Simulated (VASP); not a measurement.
Input:

```
Al2O3
1.0
    4.67063     0.00000     0.00000
    0.00000     9.63238     0.00000
    0.00000     0.00000     2.99434
Al O
4 6
Direct
  0.43710   0.32894   0.50000
  0.56290   0.67106   0.50000
  0.93710   0.17106   0.00000
  0.06290   0.82894   0.00000
  0.76187   0.22877   0.50000
  0.23813   0.77123   0.50000
  0.26187   0.27123   0.00000
  0.73813   0.72877   0.00000
  0.00000   0.00000   0.00000
  0.50000   0.50000   0.50000
```

All values below come from r2SCAN meta-GGA, VASP's PBE PAW potentials (set 64) (plane waves; VASP). Settings: 520 eV cut-off, 6×3×9 Γ-centred mesh, Gaussian smearing of 0.010 eV, potentials Al O.

Task: Predict the energy per atom (σ→0), band gap (on the k-mesh) with the smallest direct gap where there is one.

Result: 
```yaml
band gap (on the k-mesh): 4.10 eV
smallest direct gap (on the k-mesh): 4.10 eV
energy per atom (σ→0): -9.490 eV/atom
```

The structure comes from a computed database's Al2O3 entry (Pnnm); how it stands against other phases isn't given here. It was relaxed first.
